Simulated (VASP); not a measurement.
MgScAlO4:

```
Mg Sc Al O
1.0
     1.63429    0.94356    8.35667
    -1.63429    0.94356    8.35667
     0.00000   -1.88711    8.35667
Mg Sc Al O
1 1 1 4
Direct
  0.78315 0.78315 0.78315
  0.99540 0.99540 0.99540
  0.21328 0.21328 0.21328
  0.87899 0.87899 0.87899
  0.13822 0.13822 0.13822
  0.70312 0.70312 0.70312
  0.28752 0.28752 0.28752
```

The cell comes from a database or a generator and needn't be the stable form of this composition.

```yaml
Program: VASP 6.6.1
Task: relaxation of cell and atoms
Functional: PBEsol
Potentials_or_basis: VASP PAW PBE potentials, release 64 (Mg, Sc_sv, Al, O)
Cutoff: 560 eV
k_mesh: 6 × 6 × 6
Occupations: fermi-dirac, width 0.05 eV
Spin: no spin polarisation
```

At the start: pressure -4.4 GPa; volume 11.05 Å³/atom.

Q: How do energy, volume and symmetry change on relaxing?

A: Over 9 steps the energy falls by 4.2 meV/atom and the volume is 10.76 Å³/atom (-2.6 %); space group R3m (No. 160, to 0.05 Å).

Step by step:
| step | energy change (eV) | largest force (eV/Å) | pressure (GPa) | volume (Å³) |
| --- | --- | --- | --- | --- |
| 1 | 0.0000 | 0.1453 | -4.41 | 77.32 |
| 2 | -0.0133 | 0.2104 | 3.46 | 73.97 |
| 3 | -0.0283 | 0.0982 | -0.01 | 75.35 |
| 4 | -0.0291 | 0.0396 | 0.02 | 75.31 |
| 5 | -0.0291 | 0.0627 | 0.03 | 75.29 |
| 6 | -0.0293 | 0.0197 | 0.00 | 75.29 |
| 7 | -0.0293 | 0.0116 | 0.01 | 75.29 |
| 8 | -0.0293 | 0.0124 | 0.01 | 75.29 |
| 9 | -0.0294 | 0.0062 | 0.02 | 75.30 |

Final structure:
```cif
data_structure
_symmetry_space_group_name_H-M 'P 1'
_symmetry_Int_Tables_number 1
_cell_length_a 8.4854
_cell_length_b 8.4854
_cell_length_c 8.4854
_cell_angle_alpha 22.021
_cell_angle_beta 22.021
_cell_angle_gamma 22.021
_cell_volume 75.30
loop_
_atom_site_label
_atom_site_type_symbol
_atom_site_fract_x
_atom_site_fract_y
_atom_site_fract_z
_atom_site_occupancy
Mg1 Mg 0.78277 0.78277 0.78277 1
Sc1 Sc 0.99549 0.99549 0.99549 1
Al1 Al 0.21328 0.21328 0.21328 1
O1 O 0.87919 0.87919 0.87919 1
O2 O 0.13800 0.13800 0.13800 1
O3 O 0.70309 0.70309 0.70309 1
O4 O 0.28788 0.28788 0.28788 1
```

Caveat: the PAW data sets were made with another functional, which shifts forces and pressure a little.
